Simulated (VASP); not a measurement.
A run of VASP 6.6.1 is set up as follows.

File INCAR:

```
SYSTEM = AlB3P4
ALGO = Normal ; EDIFF = 1E-6
ENCUT = 520 ; ISIF = 2
ISMEAR = 0 ; KPAR = 4
LASPH = .TRUE. ; LCHARG = .FALSE.
LMIXTAU = .TRUE. ; LREAL = .FALSE.
LWAVE = .FALSE. ; METAGGA = R2SCAN
NELM = 150 ; PREC = Accurate
SIGMA = 0.03
```

The input KPOINTS:

```
k-points
0
G
  4 4 6
  0 0 0
```

Contents of POSCAR:

```
AlB3P4
1.0
    6.7561300000      0.0000000000      0.0000000000
    0.0000000000      5.8453900000      0.0000000000
    0.0000000000      0.0000000000      5.5821600000
Al B P
2 6 8
Direct
    0.5000000000      0.6626010000      0.5017500000
    0.0000000000      0.3373990000      0.0017500000
    0.5000000000      0.3172690000      0.9997830000
    0.2516360000      0.8375350000      0.0016340000
    0.7483640000      0.8375350000      0.0016340000
    0.0000000000      0.6827310000      0.4997830000
    0.2483640000      0.1624650000      0.5016340000
    0.7516360000      0.1624650000      0.5016340000
    0.5000000000      0.6531080000      0.9171040000
    0.2247210000      0.8518590000      0.3619820000
    0.7752790000      0.8518590000      0.3619820000
    0.0000000000      0.7100190000      0.8593300000
    0.0000000000      0.3468920000      0.4171040000
    0.2752790000      0.1481410000      0.8619820000
    0.7247210000      0.1481410000      0.8619820000
    0.5000000000      0.2899810000      0.3593300000
```

Potentials or basis: VASP PAW PBE potentials, release 64 (Al, B, P).

The run is started by

```sh
$ cat potpaw_PBE.64/Al/POTCAR potpaw_PBE.64/B/POTCAR potpaw_PBE.64/P/POTCAR > POTCAR
$ mpirun -np 4 vasp_std > vasp.out
```

Question: Estimate the largest force.

Answer: 0.199 eV/Å.

Question: Estimate the pressure.

Answer: -1.3 GPa.

Question: Estimate the band gap on the k mesh.

Answer: 1.02 eV, direct.

Forces on the atoms (eV/Å):
```
Al   0.000 -0.004  0.010
Al   0.000  0.004  0.010
B    0.000 -0.042 -0.012
B   -0.017  0.034  0.006
B    0.017  0.034  0.006
B    0.000  0.042 -0.012
B    0.017 -0.034  0.006
B   -0.017 -0.034  0.006
P    0.000 -0.014 -0.198
P    0.099 -0.071  0.071
P   -0.099 -0.071  0.071
P    0.000 -0.141  0.046
P    0.000  0.014 -0.198
P   -0.099  0.071  0.071
P    0.099  0.071  0.071
P    0.000  0.141  0.046
```

Caveat: the PAW data sets were made with another functional, which shifts forces and pressure a little. A k mesh can miss the band edges.
